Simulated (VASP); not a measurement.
**BeCd2: single point with PBE**

BeCd2:

```xyz
3
Lattice="0.0000 3.1593 3.1593 3.1593 0.0000 3.1593 3.1593 3.1593 0.0000" Properties=species:S:1:pos:R:3 pbc="T T T"
Be    4.7390    4.7390    4.7390
Cd    3.1593    3.1593    3.1593
Cd    1.5797    1.5797    1.5797
```

The cell was built by a generator and needn't be a form met in nature.

The cell isn't the ideal one: random cell by space group and Wyckoff sites (F-43m, No. 216).

```
Program                : VASP 6.6.1
Task                   : single point
Functional             : PBE
Potentials or basis    : VASP PAW PBE potentials, release 64 (Be, Cd)
Cutoff                 : 520 eV
k mesh                 : 12 × 12 × 12
Occupations            : gaussian, width 0.1 eV
Spin                   : no spin polarisation
Dipole correction      : no
Further INCAR settings : ALGO = Normal; EDIFF = 1e-06; NBANDS = 20
```

* Pressure: 0.3 GPa
* Band gap on the k mesh: none (metal or under the smearing width)

Levels at points of the mesh, in eV from the Fermi level:
| k point | band 10 | band 11 | band 12 | band 13 | band 14 | band 15 | band 16 | band 17 |
| --- | --- | --- | --- | --- | --- | --- | --- | --- |
| (0.00, 0.00, 0.00) | -8.12 | -8.06 | 2.58 | 2.58 | 2.58 | 3.56 | 4.62 | 4.62 |
| (0.50, 0.00, 0.00) | -8.13 | -5.21 | -4.50 | 1.63 | 1.63 | 3.37 | 3.77 | 3.77 |
| (0.50, 0.50, 0.00) | -8.06 | -4.01 | -4.01 | -0.89 | -0.89 | 0.75 | 3.24 | 8.50 |

Wall time 28 s on 1 thread of Intel(R) Xeon(R) 6975P-C (Granite Rapids), on a shared host, peak memory 0.25 GiB.
